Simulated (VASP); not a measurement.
Here is a VASP 6.6.1 calculation.

INCAR

```
SYSTEM = ZnO
PREC = Accurate
ENCUT = 520
EDIFF = 1E-7
ISMEAR = 0
SIGMA = 0.02
LREAL = .False.
LASPH = .True.
NELM = 80
ALGO = Fast
ISIF = 3
LWAVE = .False.
LCHARG = .False.
GGA = PE
IBRION = 2
NSW = 80
EDIFFG = -0.002
KPAR = 4
```

Contents of KPOINTS:

```
Automatic mesh
0
Gamma
  15 15 8
  0 0 0
```

POSCAR

```
ZnO
1.0
    3.2493080000      0.0000000000      0.0000000000
   -1.6246540000      2.8139832700      0.0000000000
    0.0000000000      0.0000000000      5.2057090000
Zn O
2 2
Direct
    0.3333333300      0.6666666700      0.5000000000
    0.6666666700      0.3333333300      0.0000000000
    0.6666666700      0.3333333300      0.3790100000
    0.3333333300      0.6666666700      0.8790100000
```

Potentials or basis: VASP PAW PBE potentials, release 64 (Zn, O).

Launch:

```bash
$ cat potpaw_PBE.64/Zn/POTCAR potpaw_PBE.64/O/POTCAR > POTCAR
$ mpirun -np 4 vasp_std > vasp.out
```

Problem. What does it give for the relaxed cell?

Solution. a = 3.287 Å, b = 3.287 Å, c = 5.305 Å, α = 90.00°, β = 90.00°, γ = 120.00°.

Problem. What does it give for the relaxed volume?

Solution. 12.41 Å³/atom.

Problem. What does it give for the space group after relaxing (to 0.05 Å)?

Solution. P6_3mc (No. 186).

The path:
```csv
step,energy change (eV),largest force (eV/Å),pressure (GPa),volume (Å³)
1,0.0000,0.0740,5.96,47.60
2,-0.0282,0.0276,-2.72,50.71
3,-0.0376,0.0012,0.00,49.64
4,-0.0376,0.0024,-0.17,49.68
5,-0.0376,0.0100,0.11,49.59
6,-0.0376,0.0087,0.04,49.60
7,-0.0376,0.0090,0.07,49.60
8,-0.0377,0.0098,0.01,49.61
9,-0.0377,0.0098,0.04,49.62
10,-0.0377,0.0114,-0.06,49.63
11,-0.0377,0.0119,-0.01,49.63
12,-0.0377,0.0008,-0.01,49.63
```

 Zero-point motion and thermal expansion aren't in these numbers.
